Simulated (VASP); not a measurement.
All values below come from SCAN meta-GGA, VASP's PBE PAW potentials (set 64) (plane waves; VASP 6.6.1).

VASP input:

### POSCAR
```
Al
1
    0.0000000000     2.0400674918     2.0400674918
    2.0400674918     0.0000000000     2.0400674918
    2.0400674918     2.0400674918     0.0000000000
Al
1
Direct
  1.0000000000   0.0000000000   0.0000000000
```

**INCAR**
```
! general
SYSTEM  = Al
PREC    = Accurate
ENCUT   = 520
LREAL   = .FALSE.
LASPH   = .TRUE.

! electronic loop
EDIFF   = 1E-7
NELM    = 100
ALGO    = Normal
LMIXTAU = .TRUE.

! smearing
ISMEAR  = 1
SIGMA   = 0.1

! functional
METAGGA = SCAN

! ions
ISIF    = 2

! output
LWAVE   = .FALSE.
LCHARG  = .FALSE.
```

File KPOINTS:
```
Automatic mesh
0
Gamma
16 16 16
0 0 0
```

POTCAR, in this order: Al (PBE.64 set). Program: vasp_std.

Output of the run:

### OUTCAR
```
 ion  position               nearest neighbor table
   1  0.000  0.000  0.000-
  LATTYP: Found a face centered cubic cell.
 ALAT       =     4.0801349836
 Subroutine PRICEL returns:
 Original cell was already a primitive cell.
 Subroutine GETGRP returns: Found 48 space group operations
The static configuration has the point symmetry O_h .
The dynamic configuration has the point symmetry O_h .
 Subroutine INISYM returns: Found 48 space group operations
 Subroutine IBZKPT returns following result:
 Found    145 irreducible k-points:

 Following reciprocal coordinates:
            Coordinates               Weight
  0.000000  0.000000  0.000000      1.000000
  0.062500  0.000000  0.000000      8.000000
  0.125000  0.000000  0.000000      8.000000
  0.187500  0.000000  0.000000      8.000000
  0.250000  0.000000  0.000000      8.000000
  0.312500  0.000000  0.000000      8.000000
  0.375000  0.000000  0.000000      8.000000
  0.437500  0.000000  0.000000      8.000000
  0.500000  0.000000  0.000000      4.000000
  0.062500  0.062500  0.000000      6.000000
  0.125000  0.062500  0.000000     24.000000
  0.187500  0.062500  0.000000     24.000000
  0.250000  0.062500  0.000000     24.000000
  0.312500  0.062500  0.000000     24.000000
  0.375000  0.062500  0.000000     24.000000
  0.437500  0.062500  0.000000     24.000000
  0.500000  0.062500  0.000000     24.000000
 -0.437500  0.062500  0.000000     24.000000
 -0.375000  0.062500  0.000000     24.000000
 -0.312500  0.062500  0.000000     24.000000
 -0.250000  0.062500  0.000000     24.000000
 -0.187500  0.062500  0.000000     24.000000
 -0.125000  0.062500  0.000000     24.000000
 -0.062500  0.062500  0.000000     12.000000
  0.125000  0.125000  0.000000      6.000000
...
```

OSZICAR:
```
       N       E                     dE             d eps       ncg     rms          rms(c)
DAV:   1    -0.579354375354E+01   -0.57935E+01   -0.83884E+02  1485   0.331E+02
DAV:   2    -0.796151142844E+01   -0.21680E+01   -0.20210E+01  1860   0.316E+01
DAV:   3    -0.798013148060E+01   -0.18620E-01   -0.18464E-01  1915   0.348E+00
DAV:   4    -0.798020119351E+01   -0.69713E-04   -0.69714E-04  1965   0.212E-01
DAV:   5    -0.798020161580E+01   -0.42229E-06   -0.42122E-06  1980   0.141E-02    0.293E+00
DAV:   6    -0.798993675415E+01   -0.97351E-02   -0.14980E-01  1820   0.287E+00    0.197E+00
DAV:   7    -0.805781575757E+01   -0.67879E-01   -0.10683E-01  1670   0.248E+00    0.977E-01
DAV:   8    -0.780648182834E+01    0.25133E+00   -0.14305E-01  1485   0.334E+00    0.191E-01
DAV:   9    -0.773507969945E+01    0.71402E-01   -0.19168E-01  1460   0.521E+00    0.343E-01
DAV:  10    -0.775078888111E+01   -0.15709E-01   -0.12519E-01  1460   0.380E+00    0.357E-01
DAV:  11    -0.773331258417E+01    0.17476E-01   -0.62928E-02  1450   0.318E+00    0.183E-01
DAV:  12    -0.778308720172E+01   -0.49775E-01   -0.91661E-02  1450   0.398E+00    0.262E-01
DAV:  13    -0.774366836568E+01    0.39419E-01   -0.11997E-01  1450   0.399E+00    0.162E-01
DAV:  14    -0.774345050756E+01    0.21786E-03   -0.31445E-04  2045   0.190E-01    0.155E-01
DAV:  15    -0.774125136165E+01    0.21991E-02   -0.16835E-03  1465   0.472E-01    0.128E-01
DAV:  16    -0.773507270792E+01    0.61787E-02   -0.17515E-02  1500   0.123E+00    0.578E-02
DAV:  17    -0.773467653952E+01    0.39617E-03   -0.58063E-04  1815   0.262E-01    0.532E-02
DAV:  18    -0.773467330792E+01    0.32316E-05   -0.43731E-05  1535   0.846E-02    0.491E-02
DAV:  19    -0.773647385208E+01   -0.18005E-02   -0.40703E-03  1460   0.490E-01    0.578E-02
DAV:  20    -0.773664811160E+01   -0.17426E-03   -0.56578E-04  1460   0.374E-01    0.498E-02
DAV:  21    -0.773659925823E+01    0.48853E-04   -0.51881E-05  1705   0.867E-02    0.499E-02
DAV:  22    -0.773659846580E+01    0.79243E-06   -0.22473E-06  1640   0.171E-02    0.536E-02
DAV:  23    -0.773672004822E+01   -0.12158E-03   -0.90145E-05  1450   0.104E-01    0.513E-02
DAV:  24    -0.773703585749E+01   -0.31581E-03   -0.83677E-04  1465   0.250E-01    0.421E-02
DAV:  25    -0.773705652403E+01   -0.20667E-04   -0.35484E-05  1800   0.688E-02    0.496E-02
DAV:  26    -0.773712706146E+01   -0.70537E-04   -0.12694E-04  1490   0.106E-01    0.469E-02
DAV:  27    -0.773720407176E+01   -0.77010E-04   -0.21786E-04  1530   0.164E-01    0.423E-02
DAV:  28    -0.773730083937E+01   -0.96768E-04   -0.33605E-04  1500   0.170E-01    0.351E-02
DAV:  29    -0.773734064627E+01   -0.39807E-04   -0.21501E-04  1520   0.129E-01    0.304E-02
DAV:  30    -0.773736666462E+01   -0.26018E-04   -0.12478E-04  1520   0.112E-01    0.241E-02
DAV:  31    -0.773734434357E+01    0.22321E-04   -0.58185E-05  1450   0.853E-02    0.211E-02
DAV:  32    -0.773734092189E+01    0.34217E-05   -0.49481E-06  1495   0.297E-02    0.196E-02
DAV:  33    -0.773733799560E+01    0.29263E-05   -0.11679E-05  1455   0.337E-02    0.134E-02
DAV:  34    -0.773733821495E+01   -0.21936E-06   -0.90523E-07  1485   0.120E-02    0.111E-02
DAV:  35    -0.773733795320E+01    0.26175E-06   -0.70386E-07  1450   0.138E-02    0.710E-03
DAV:  36    -0.773733860000E+01   -0.64680E-06   -0.20992E-06  1460   0.121E-02    0.558E-03
DAV:  37    -0.773733891004E+01   -0.31004E-06   -0.64543E-07  1515   0.698E-03    0.381E-03
DAV:  38    -0.773733894200E+01   -0.31964E-07   -0.96644E-07  1480   0.980E-03
   1 F= -.77373389E+01 E0= -.77373865E+01  d E =0.142738E-03
```

OUTCAR:
```
------------------------ aborting loop because EDIFF is reached ----------------------------------------
  FORCE on cell =-STRESS in cart. coord.  units (eV):
  Direction    XX          YY          ZZ          XY          YZ          ZX
  --------------------------------------------------------------------------------------
  Total       -0.4064310     -0.4064310     -0.4064310      0.0000000     -0.0000000      0.0000000
  in kB      -38.3472135    -38.3472135    -38.3472135      0.0000000     -0.0000000      0.0000000
  external PRESSURE =     -38.3472135 kB  Pullay stress =       0.0000000 kB
  volume of cell :       16.98
      direct lattice vectors                 reciprocal lattice vectors
     0.000000000  2.040067492  2.040067492    -0.245089931  0.245089931  0.245089931
     2.040067492  0.000000000  2.040067492     0.245089931 -0.245089931  0.245089931
     2.040067492  2.040067492  0.000000000     0.245089931  0.245089931 -0.245089931
 POSITION                                       TOTAL-FORCE (eV/Angst)
 -----------------------------------------------------------------------------------
      0.00000      0.00000      0.00000         0.000000      0.000000     -0.000000
 -----------------------------------------------------------------------------------
    total drift:                                0.000000     -0.000000     -0.000000
  FREE ENERGIE OF THE ION-ELECTRON SYSTEM (eV)
  ---------------------------------------------------
  free  energy   TOTEN  =        -7.7373389420 eV

  energy  without entropy=       -7.7374816802  energy(sigma->0) =       -7.73738652
```
(Selected blocks of OUTCAR.)

The compound is Al in the fcc structure. This cell is one point of a volume scan, at 1.06 of the reference volume.
